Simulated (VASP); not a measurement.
Input of a VASP 6.6.1 run:

INCAR

```
ALGO     = Normal         # electronic algorithm
EDIFF    = 1E-6           # SCF threshold, eV
ENCUT    = 520            # plane-wave cutoff, eV
GGA      = CA             # functional
ISIF     = 2              # what is computed and relaxed
ISMEAR   = 0              # smearing method
LASPH    = T              # aspherical terms in the spheres
LCHARG   = F              # write CHGCAR
LREAL    = F              # projectors in reciprocal space
LWAVE    = F              # write WAVECAR
NBANDS   = 11             # bands
NELM     = 100            # most SCF steps
PREC     = Accurate       # precision mode
SIGMA    = 0.15           # smearing width, eV
```

The input KPOINTS:

```
k-points
0
Gamma
  20 20 20
```

File POSCAR:

```
Pd
1.0
    0.0000000000      1.7893080000      2.0226960000
    1.7893080000      0.0000000000      2.0226960000
    1.7893080000      1.7893080000      0.0000000000
Pd
1
Direct
    0.0000000000      0.0000000000      0.0000000000
```

Potentials or basis: VASP PAW LDA potentials, release 64 (Pd).

The run is started by

```console
$ cat potpaw_LDA.64/Pd/POTCAR > POTCAR
$ mpirun -np 1 vasp_std > vasp.out
```

**Question.** What does it give for the pressure?

**Answer.** 27.6 GPa.

**Question.** What does it give for the band gap on the k mesh?

**Answer.** None (metal or under the smearing width).

Stress tensor (GPa, compression positive):
```
33.21  0.00  0.00
 0.00 33.21  0.00
 0.00  0.00 16.39
```

Caveat: so large a pressure means that the cell lies far from this level's equilibrium, or that cutoff or potentials fall short.
